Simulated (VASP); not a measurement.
# NbAs: input slips in a phonon run and what they do, part 2 of 3

Aim: see how common mistakes in a phonon run show up, on NbAs. The starting structure is a measured crystal structure from the Crystallography Open Database.

VASP 6.6.1.

## (2) Reference modes (continued)

Level of this step: LDA; plane waves and PAW (Nb_sv, As) (VASP).

From OUTCAR (step 2):

```text
ion  position               nearest neighbor table
   1  0.001  0.501  0.002-   4 2.59   4 2.59   3 2.59   3 2.59   3 2.59   3 2.59
   2  0.251  0.251  0.502-   3 2.59   3 2.59   4 2.59   4 2.59   4 2.59   4 2.59
   3  0.583  0.083  0.166-   2 2.59   2 2.59   1 2.59   1 2.59   1 2.59   1 2.59
   4  0.833  0.833  0.666-   1 2.59   1 2.59   2 2.59   2 2.59   2 2.59   2 2.59

  LATTYP: Found a body centered tetragonal cell.
 ALAT       =     3.4196238366
 C/A-ratio  =     3.3728744875

 Subroutine GETGRP returns: Found  8 space group operations
 (whereof  4 operations were pure point group operations)

The static configuration has the point symmetry C_2v.
 The point group associated with its full space group is C_4v.

 Found    102 irreducible k-points:

   k-points           NKPTS =    102   k-points in BZ     NKDIM =    102   number of bands    NBANDS=     24

   dimension x,y,z NGX =    24 NGY =   24 NGZ =   48
   dimension x,y,z NGXF=    48 NGYF=   48 NGZF=   96

   ENCUT  =  450.0 eV  33.07 Ry    5.75 a.u.   5.91  5.91 10.82*2*pi/ulx,y,z

   NELECT =      36.0000    total number of electrons

 k-points in reciprocal lattice and weights: Automatic mesh
   0.00000000  0.00000000  0.00000000       0.001
   0.10000000  0.00000000  0.00000000       0.008
   0.20000000  0.00000000  0.00000000       0.008
   0.30000000  0.00000000 -0.00000000       0.008
   0.40000000  0.00000000  0.00000000       0.008
   0.50000000  0.00000000  0.00000000       0.004
   0.10000000  0.10000000  0.00000000       0.008
   0.20000000  0.10000000  0.00000000       0.016
   0.30000000  0.10000000  0.00000000       0.016
[...]
0.10000000  0.10000000  0.40000000       0.004
   0.00000000  0.00000000  0.50000000       0.001

 average (electrostatic) potential at core
       1 -78.5767       2 -78.5767       3 -47.8450       4 -47.8450

  Total        0.0013124      0.0013124     -0.0044477      0.0000000      0.0000000      0.0000000
  in kB        0.0311805      0.0311805     -0.1056667      0.0000000      0.0000000      0.0000000
  external PRESSURE =      -0.0144352 kB  Pullay stress =       0.0000000 kB

  energy-cutoff  :      450.00
  volume of cell :       67.44
      direct lattice vectors                 reciprocal lattice vectors
    -3.419623837  0.000000000  0.000000000    -0.292429825  0.000000000 -0.086700476
     0.000000000  3.419623837  0.000000000     0.000000000  0.292429825 -0.086700476
     1.709811918 -1.709811918 -5.766980998     0.000000000  0.000000000 -0.173400953

 POSITION                                       TOTAL-FORCE (eV/Angst)
 -----------------------------------------------------------------------------------
     -0.00000      1.70981     -0.01439        -0.000000     -0.000000     -0.000155
     -0.00000      0.00000     -2.89788         0.000000      0.000000     -0.000155
     -1.70981     -0.00000     -0.95446        -0.000000      0.000000      0.000155
     -1.70981      1.70981     -3.83795        -0.000000      0.000000      0.000155
 -----------------------------------------------------------------------------------
    total drift:                                0.000014     -0.000014     -0.000676

 Eigenvectors and eigenvalues of the dynamical matrix
 ----------------------------------------------------

   1 f  =    8.211492 THz    51.594326 2PiTHz  273.905891 cm-1    33.959987 meV
             X         Y         Z           dx          dy          dz
     -0.000000  1.709812 -0.014394     0.000000    0.000000    0.472452
     -0.000000  0.000000 -2.897885     0.000000    0.000000    0.472452
     -1.709812 -0.000000 -0.954458    -0.000000   -0.000000   -0.526107
     -1.709812  1.709812 -3.837949    -0.000000   -0.000000   -0.526107

   2 f  =    8.092819 THz    50.848684 2PiTHz  269.947397 cm-1    33.469196 meV
             X         Y         Z           dx          dy          dz
     -0.000000  1.709812 -0.014394    -0.068410    0.647268   -0.000000
     -0.000000  0.000000 -2.897885    -0.250083    0.177059   -0.000000
     -1.709812 -0.000000 -0.954458     0.189735   -0.422671    0.000000
     -1.709812  1.709812 -3.837949     0.163306   -0.491075    0.000000

   3 f  =    8.092819 THz    50.848684 2PiTHz  269.947397 cm-1    33.469196 meV
             X         Y         Z           dx          dy          dz
     -0.000000  1.709812 -0.014394    -0.177059   -0.250083    0.000000
     -0.000000  0.000000 -2.897885    -0.647268   -0.068410    0.000000
     -1.709812 -0.000000 -0.954458     0.491075    0.163306   -0.000000
     -1.709812  1.709812 -3.837949     0.422671    0.189735   -0.000000

   4 f  =    7.729059 THz    48.563110 2PiTHz  257.813658 cm-1    31.964805 meV
             X         Y         Z           dx          dy          dz
     -0.000000  1.709812 -0.014394    -0.000008   -0.365343   -0.000000
     -0.000000  0.000000 -2.897885     0.000005    0.566856    0.000000
     -1.709812 -0.000000 -0.954458     0.000008    0.399467   -0.000000
     -1.709812  1.709812 -3.837949    -0.000005   -0.620987    0.000000

   5 f  =    7.729059 THz    48.563110 2PiTHz  257.813658 cm-1    31.964805 meV
             X         Y         Z           dx          dy          dz
     -0.000000  1.709812 -0.014394    -0.566856    0.000005    0.000000
     -0.000000  0.000000 -2.897885     0.365343   -0.000008   -0.000000
     -1.709812 -0.000000 -0.954458     0.620987   -0.000005   -0.000000
     -1.709812  1.709812 -3.837949    -0.399467    0.000008    0.000000

   6 f  =    7.581731 THz    47.637423 2PiTHz  252.899333 cm-1    31.355507 meV
             X         Y         Z           dx          dy          dz
     -0.000000  1.709812 -0.014394    -0.000000   -0.000000    0.193695
     -0.000000  0.000000 -2.897885     0.000000    0.000000   -0.193695
     -1.709812 -0.000000 -0.954458     0.000000    0.000000    0.680060
     -1.709812  1.709812 -3.837949     0.000000   -0.000000   -0.680060

   7 f  =    6.908748 THz    43.408943 2PiTHz  230.451025 cm-1    28.572273 meV
             X         Y         Z           dx          dy          dz
     -0.000000  1.709812 -0.014394     0.000000    0.000000    0.680060
     -0.000000  0.000000 -2.897885    -0.000000    0.000000   -0.680060
     -1.709812 -0.000000 -0.954458    -0.000000   -0.000000   -0.193695
     -1.709812  1.709812 -3.837949     0.000000   -0.000000    0.193695

   8 f  =    4.554775 THz    28.618495 2PiTHz  151.930939 cm-1    18.837027 meV
             X         Y         Z           dx          dy          dz
     -0.000000  1.709812 -0.014394    -0.496614   -0.189450    0.000000
     -0.000000  0.000000 -2.897885     0.268916    0.349862    0.000000
     -1.709812 -0.000000 -0.954458    -0.274954   -0.368612   -0.000000
     -1.709812  1.709812 -3.837949     0.523229    0.193704    0.000000

   9 f  =    4.554775 THz    28.618495 2PiTHz  151.930939 cm-1    18.837027 meV
             X         Y         Z           dx          dy          dz
     -0.000000  1.709812 -0.014394     0.349862   -0.268916   -0.000000
     -0.000000  0.000000 -2.897885    -0.189450    0.496614   -0.000000
     -1.709812 -0.000000 -0.954458     0.193704   -0.523229    0.000000
     -1.709812  1.709812 -3.837949    -0.368612    0.274954   -0.000000

  10 f/i=    0.000093 THz     0.000584 2PiTHz    0.003099 cm-1     0.000384 meV
             X         Y         Z           dx          dy          dz
     -0.000000  1.709812 -0.014394     0.000000   -0.000000    0.526107
     -0.000000  0.000000 -2.897885     0.000000   -0.000000    0.526107
     -1.709812 -0.000000 -0.954458     0.000000   -0.000000    0.472452
     -1.709812  1.709812 -3.837949     0.000000   -0.000000    0.472452

  11 f/i=    0.024567 THz     0.154361 2PiTHz    0.819475 cm-1     0.101602 meV
             X         Y         Z           dx          dy          dz
     -0.000000  1.709812 -0.014394    -0.417258    0.317296    0.000000
     -0.000000  0.000000 -2.897885    -0.419695    0.315454    0.000000
     -1.709812 -0.000000 -0.954458    -0.377621    0.286354    0.000000
     -1.709812  1.709812 -3.837949    -0.378768    0.285487    0.000000

  12 f/i=    0.024567 THz     0.154361 2PiTHz    0.819475 cm-1     0.101602 meV
             X         Y         Z           dx          dy          dz
     -0.000000  1.709812 -0.014394    -0.315454   -0.419695   -0.000000
     -0.000000  0.000000 -2.897885    -0.317296   -0.417258   -0.000000
     -1.709812 -0.000000 -0.954458    -0.285487   -0.378768   -0.000000
     -1.709812  1.709812 -3.837949    -0.286354   -0.377621   -0.000000

 ELASTIC MODULI CONTR FROM IONIC RELAXATION (kBar)
 Direction    XX          YY          ZZ          XY          YZ          ZX
 --------------------------------------------------------------------------------
 XX        -122.3168     43.1110    101.2476      0.0000      0.0000     -0.0000
 YY          43.1110   -122.3168    101.2476      0.0000     -0.0000      0.0000
 ZZ         101.2476    101.2476   -258.8469      0.0000      0.0000      0.0000
 XY           0.0000      0.0000      0.0000      0.0000      0.0000      0.0000
 YZ           0.0000     -0.0000      0.0000      0.0000   -633.0032      0.0000
 ZX          -0.0000      0.0000      0.0000      0.0000      0.0000   -617.9914
 --------------------------------------------------------------------------------
```

Energies printed during the response cycles are not total energies of the cell.

Reference: the zone-centre modes are A1 273.9, E (3) 269.9, E (2) 257.8, B1 (2) 252.9, B1 (1) 230.5, E (1) 151.9 cm⁻¹.

## (3) Modes with finite displacements, else as the reference

Against step 2 the input has IBRION = 6, NFREE = 2 and POTIM = 0.015 (also changed: NSW).

The input, INCAR:

```
SYSTEM = NbAs
PREC = Accurate
ENCUT = 450
EDIFF = 1E-08
NELM = 100
ISMEAR = 0
SIGMA = 0.05
LREAL = .FALSE.
ALGO = Normal
GGA = CA
NBANDS = 24
LASPH = .TRUE.
LORBIT = 11
LWAVE = .FALSE.
LCHARG = .FALSE.
KPAR = 8
IBRION = 6
NFREE = 2
POTIM = 0.015
NSW = 1
ISIF = 2
```

The input, POSCAR:

```
NbAs
1.0
   -3.4196238366      0.0000000000      0.0000000000
    0.0000000000      3.4196238366      0.0000000000
    1.7098119183     -1.7098119183     -5.7669809977
Nb As
2 2
Direct
    0.0012480061      0.5012480061      0.0024960120
    0.2512480061      0.2512480061      0.5024960120
    0.5827519939      0.0827519939      0.1655039880
    0.8327519939      0.8327519939      0.6655039880
```

The input, KPOINTS:

```
Automatic mesh
0
Gamma
10 10 10
0 0 0
```

The projector-augmented-wave data sets are Nb_sv and As (LDA family, release 64).

Command:

```console
$ mpirun -np 8 vasp_std
```

The program printed:

```text
[banner, memory and clock lines left out]
running    8 mpi-ranks, on    1 nodes
[...]
[... a notice as in an earlier step ...]

 LDA part: xc-table for (Slater(with rela. corr.)+CA(PZ))
 , standard interpolation
 POSCAR, INCAR and KPOINTS ok, starting setup
[...]
entering main loop
       N       E                     dE             d eps       ncg     rms          rms(c)
[... 15 cycles as in an earlier step ...]
   1 F= -.36373241E+02 E0= -.36372672E+02  d E =-.113821E-02
[... from here on, the cycles between the ionic steps are left out ...]
   2 F= -.36372047E+02 E0= -.36371532E+02  d E =-.103015E-02
   3 F= -.36372048E+02 E0= -.36371533E+02  d E =-.103015E-02
   4 F= -.36371471E+02 E0= -.36370905E+02  d E =-.113290E-02
   5 F= -.36371470E+02 E0= -.36370904E+02  d E =-.113290E-02
   6 F= -.36371548E+02 E0= -.36370992E+02  d E =-.111163E-02
   7 F= -.36371578E+02 E0= -.36371007E+02  d E =-.114234E-02
   8 F= -.36371771E+02 E0= -.36371249E+02  d E =-.104358E-02
   9 F= -.36371771E+02 E0= -.36371249E+02  d E =-.104357E-02
  10 F= -.36372159E+02 E0= -.36371594E+02  d E =-.112823E-02
[...]
hard stop encountered!  aborting job ...
[...]
|     The electronic self-consistency was not achieved in the given           |
[...]
soft stop encountered!  aborting job ...
  11 F= -.36372159E+02 E0= -.36371595E+02  d E =-.112823E-02
 deleting file STOPCAR
```

Elapsed: 11 min, on 8 MPI ranks of AMD EPYC 7R43, shared host; peak memory 4.7 GiB.

The run was stopped at its time limit.

## (4) Modes with a cutoff far too low

A slip made on purpose: a cutoff far too low. Against step 2 the input has ENCUT = 160 (also changed: NELM).

The input, INCAR:

```
SYSTEM = NbAs
PREC = Accurate
ENCUT = 160
EDIFF = 1E-08
NELM = 60
ISMEAR = 0
SIGMA = 0.05
LREAL = .FALSE.
ALGO = Normal
GGA = CA
NBANDS = 24
LASPH = .TRUE.
LORBIT = 11
LWAVE = .FALSE.
LCHARG = .FALSE.
KPAR = 8
IBRION = 8
ISIF = 2
```

POSCAR is that of step 3.

KPOINTS is that of step 3.

Command:

```console
$ mpirun -np 8 vasp_std
```

The program printed:

```text
[... set-up lines as in an earlier step ...]
 entering main loop
       N       E                     dE             d eps       ncg     rms          rms(c)
DAV:   1     0.123356384446E+03    0.12336E+03   -0.10809E+04  5984   0.635E+02
DAV:   2    -0.277216695074E+02   -0.15108E+03   -0.14795E+03  6192   0.228E+02
DAV:   3    -0.380389491703E+02   -0.10317E+02   -0.10283E+02  7368   0.466E+01
DAV:   4    -0.383126236398E+02   -0.27367E+00   -0.27354E+00  6360   0.786E+00
[...]
DAV:  13    -0.319110408182E+02    0.11385E-04   -0.72838E-05  6688   0.423E-02    0.428E-03
DAV:  14    -0.319110409745E+02   -0.15624E-06   -0.14729E-06  6792   0.589E-03    0.158E-03
DAV:  15    -0.319110409758E+02   -0.13024E-08   -0.79571E-08  6416   0.104E-03
   1 F= -.31911041E+02 E0= -.31910486E+02  d E =-.110909E-02
 Linear response reoptimize wavefunctions to high precision
DAV:   1    -0.319110409744E+02    0.14061E-08   -0.90169E-09  5256   0.523E-04
DAV:   2    -0.319110409744E+02   -0.29104E-10   -0.45739E-10  4656   0.118E-04
 Linear response DOF=           6
 Linear response progress:
[...]
RMM:  11    -0.427278091346E-01   -0.23315E-07    0.60122E-08 32016   0.821E-05    0.113E-05
RMM:  12    -0.427278213719E-01   -0.12237E-07    0.11525E-08 31808   0.577E-05    0.323E-06
RMM:  13    -0.427278242543E-01   -0.28824E-08   -0.13988E-08 32127   0.499E-05    0.880E-07
 first order change of Fermi-energy  -0.52125E-06
 force on displaced ion       3 direction 2 :  -0.000 -10.949  -0.001
 Linear response progress:
  Degree of freedom:   6/  6
       N       E                     dE             d eps       ncg     rms          rms(c)
RMM:   1    -0.614538551624E-01   -0.61454E-01    0.17695E-02 21577   0.974E-01
RMM:   2    -0.556590869027E-01    0.57948E-02   -0.62767E-03 16126   0.297E-01    0.661E-01
RMM:   3    -0.557258405484E-01   -0.66754E-04   -0.11839E-03 16088   0.135E-01    0.846E-02
RMM:   4    -0.557632709592E-01   -0.37430E-04   -0.32466E-04 16289   0.686E-02    0.191E-01
[...]
RMM:  12    -0.558383439101E-01    0.12330E-07   -0.57787E-08 17992   0.692E-05    0.760E-06
RMM:  13    -0.558383460231E-01   -0.21130E-08   -0.15344E-07 20281   0.550E-05    0.304E-06
RMM:  14    -0.558383478735E-01   -0.18504E-08   -0.85989E-08 17856   0.501E-05    0.142E-06
 first order change of Fermi-energy  -0.12042E+00
 force on displaced ion       3 direction 3 :  -0.000   0.000 -14.913
 Linear response finished
```

Run time: 3.5 min. Hardware: 8 MPI ranks; peak memory 2 GiB; 28 min of CPU time.

Parts of OUTCAR (step 4):

```text
  Total      -71.1484132    -71.1484132    -72.9091680      0.0000000      0.0000000      0.0000000
  in kB    -1690.3265347  -1690.3265347  -1732.1581155      0.0000000      0.0000000      0.0000000
  external PRESSURE =   -1704.2703950 kB  Pullay stress =       0.0000000 kB

 POSITION                                       TOTAL-FORCE (eV/Angst)
 -----------------------------------------------------------------------------------
     -0.00000      1.70981     -0.01439         0.000000     -0.000000      0.021871
     -0.00000      0.00000     -2.89788         0.000000     -0.000000      0.021871
     -1.70981     -0.00000     -0.95446        -0.000000      0.000000     -0.021871
     -1.70981      1.70981     -3.83795        -0.000000      0.000000     -0.021871
 -----------------------------------------------------------------------------------
    total drift:                               -0.000120      0.000120     -0.000187

[... 1 part as in an earlier step ...]

[... 1 further part left out ...]
```

With a cutoff far too low the modes are at the top B1 (2) 452.0, E (3) 319.8 cm⁻¹, at the bottom B1 (1) 255.0, E (1) 190.2 cm⁻¹, with 2 more of the listed ones between; the largest shift is +199.1 cm⁻¹, in B1 (2), from the reference.

## (5) Modes with low precision and real-space projectors

A slip made on purpose: low precision and real-space projectors. Against step 2 the input has PREC = Low, LREAL = Auto, IBRION = 6, NFREE = 2 and POTIM = 0.015 (also changed: NELM and NSW).

The input, INCAR:

```
SYSTEM = NbAs
PREC = Low
ENCUT = 450
EDIFF = 1E-08
NELM = 60
ISMEAR = 0
SIGMA = 0.05
LREAL = Auto
ALGO = Normal
GGA = CA
NBANDS = 24
LASPH = .TRUE.
LORBIT = 11
LWAVE = .FALSE.
LCHARG = .FALSE.
KPAR = 8
IBRION = 6
NFREE = 2
POTIM = 0.015
NSW = 1
ISIF = 2
```

POSCAR is that of step 4.

KPOINTS is that of step 4.

Command:

```console
$ mpirun -np 8 vasp_std
```

The program printed:

```text
[banner, memory and clock lines left out]
running    8 mpi-ranks, on    1 nodes
[...]
[... a notice as in an earlier step ...]

|                                                                             |
|               ----> ADVICE to this user running VASP <----                  |
|                                                                             |
|     You have a (more or less) 'small supercell' and for smaller cells       |
|     it is recommended to use the reciprocal-space projection scheme!        |
|     The real-space optimization is not efficient for small cells and it     |
|     is also less accurate ...                                               |
|     Therefore, set LREAL=.FALSE. in the INCAR file.                         |
|                                                                             |

 LDA part: xc-table for (Slater(with rela. corr.)+CA(PZ))
 , standard interpolation
 POSCAR, INCAR and KPOINTS ok, starting setup
[...]
entering main loop
[...]
DAV:   4    -0.382462318775E+02   -0.16962E+01   -0.16897E+01  7544   0.228E+01
[...]
DAV:  21    -0.364034192600E+02   -0.29654E-07   -0.92285E-11  4088   0.113E-04    0.168E-04
DAV:  22    -0.364034192893E+02   -0.29236E-07   -0.63524E-11  3808   0.926E-05    0.168E-04
DAV:  23    -0.364034192892E+02    0.30923E-10   -0.44229E-11  3392   0.785E-05
   1 F= -.36403419E+02 E0= -.36402850E+02  d E =-.113906E-02
[... from here on, the cycles between the ionic steps are left out ...]
   2 F= -.36402248E+02 E0= -.36401732E+02  d E =-.103128E-02
   3 F= -.36402219E+02 E0= -.36401704E+02  d E =-.103076E-02
   4 F= -.36401539E+02 E0= -.36400972E+02  d E =-.113424E-02
   5 F= -.36401640E+02 E0= -.36401073E+02  d E =-.113367E-02
   6 F= -.36401592E+02 E0= -.36401035E+02  d E =-.111294E-02
   7 F= -.36401370E+02 E0= -.36400799E+02  d E =-.114291E-02
   8 F= -.36402840E+02 E0= -.36402319E+02  d E =-.104352E-02
   9 F= -.36400017E+02 E0= -.36399495E+02  d E =-.104460E-02
  10 F= -.36400620E+02 E0= -.36400055E+02  d E =-.112880E-02
  11 F= -.36402868E+02 E0= -.36402303E+02  d E =-.112967E-02
  12 F= -.36404144E+02 E0= -.36403568E+02  d E =-.115143E-02
  13 F= -.36404421E+02 E0= -.36403858E+02  d E =-.112555E-02
 Finite differences progress:
  Degree of freedom:   6/  6
  Displacement:        2/  2
  Total:              12/ 12
```

Wall time 6.7 min (8 MPI ranks); peak memory 3.6 GiB.

Parts of OUTCAR (step 5):

```text
  Total       -0.0548149     -0.1657978      0.6757302      0.0000000      0.0000000      0.0000000
  in kB       -1.3022801     -3.9389842     16.0538323      0.0000000      0.0000000      0.0000000
  external PRESSURE =       3.6041893 kB  Pullay stress =       0.0000000 kB

 POSITION                                       TOTAL-FORCE (eV/Angst)
 -----------------------------------------------------------------------------------
     -0.00000      1.70981     -0.01439         0.000000      0.000000     -0.061091
     -0.00000      0.00000     -2.89788         0.000000      0.000000     -0.072602
     -1.70981     -0.00000     -0.96946         0.000000      0.000000      0.082754
     -1.70981      1.70981     -3.83795         0.000000      0.000000      0.050939
 -----------------------------------------------------------------------------------
    total drift:                               -0.000133     -0.000140     -0.021621

  FREE ENERGIE OF THE ION-ELECTRON SYSTEM (eV)
  ---------------------------------------------------
  free  energy   TOTEN  =       -36.4044208397 eV

  energy  without entropy=      -36.4032952888  energy(sigma->0) =      -36.40385806

[... 2 parts as in an earlier step ...]

[... 1 further part left out ...]
[key lines of the parts left out:]
E-fermi :   9.9678
```

Three frequencies should lie near zero, those of the translations, and here fewer than three do (the smallest in size are -18.5, -18.5 and -33.6 cm⁻¹), so no mode of this run is used. As printed, the frequencies run from -70.1 to 285.7 cm⁻¹, imaginary ones as negative numbers.

The last energy, forces and stress in OUTCAR belong to the last displaced cell, not to that of POSCAR.

(Continued in part 3 of 3.)

[Lines on the potential files, build, host, timing and source positions are cut from VASP's logs without a mark.]

[Logs are printed without paths, hosts, clocks, repeated set-up lines and the standing remarks that a program may print on its own settings, such as how far it seeks lower states.]

[Hosts, paths, dates, database ids (printed as entryN), source tags and the programs' standing remarks are cut or masked in the printed files.]
